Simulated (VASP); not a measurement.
Input:

```
CELL_PARAMETERS angstrom
      4.91531     0.00000     0.00000
      0.00000     4.91531     0.00000
      0.00000     0.00000     4.91531
ATOMIC_POSITIONS crystal
  Be 0.99317 0.99317 0.99317
  Be 0.50683 0.50683 0.99317
  Be 0.50683 0.99317 0.50683
  Be 0.99317 0.50683 0.50683
  Se 0.25000 0.25000 0.25000
  S  0.75000 0.75000 0.25000
  S  0.75000 0.25000 0.75000
  S  0.25000 0.75000 0.75000
```

Calculation: PBEsol GGA, VASP's PBE PAW potentials (set 64) (plane waves; VASP 6.6.1). Settings: 400 eV cut-off, Gaussian smearing of 0.050 eV, potentials Be Se S.

Q: Estimate the band gap (along the path) with the smallest direct gap where there is one.

A: 
| Property | Result |
|---|---|
| band gap (along the path) | 2.44 eV |
| smallest direct gap (along the path) | 2.44 eV |

Total energies compare only between runs with the same potentials, cut-off and functional.

The structure was generated: Be4S3Se was put into an ordered model structure (P-43m), which need not be its known phase. It was relaxed first.
